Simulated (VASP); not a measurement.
```xyz
1
Lattice="-1.6767 1.6767 1.6767 1.6767 -1.6767 1.6767 1.6767 1.6767 -1.6767" Properties=species:S:1:pos:R:3 pbc="T T T"
Li     0.0000     0.0000     0.0000
```

Method: LDA (Ceperley-Alder, Perdew-Zunger), VASP's LDA PAW potentials (set 64) (plane waves; VASP). Settings: 620 eV cut-off, 15×15×15 Γ-centred mesh, first-order Methfessel-Paxton smearing of 0.10 eV, potentials Li_sv.

Energy and stress use the plane-wave basis of the starting cell.

Task: The ions, cell shape and volume at an external pressure of 5.0 GPa are relaxed. Give the cell that the relaxation ends in.

Result: 
```xyz
1
Lattice="-1.5519 1.5519 1.5519 1.5519 -1.5519 1.5519 1.5519 1.5519 -1.5519" Properties=species:S:1:pos:R:3 pbc="T T T"
Li     0.0000     0.0000     0.0000
```
Space group Im-3m (229), at a tolerance of 0.03 Å.

Task: How do energy and volume change from the first to the last step?

Result: The energy (σ→0) changes by +50.7 meV/atom and the volume by -20.7 %, in 4 ionic steps.

The compound is Li in the bcc structure. This run relaxes it under an external pressure of 5 GPa. Symmetry was kept, so distortions that lower it aren't found.
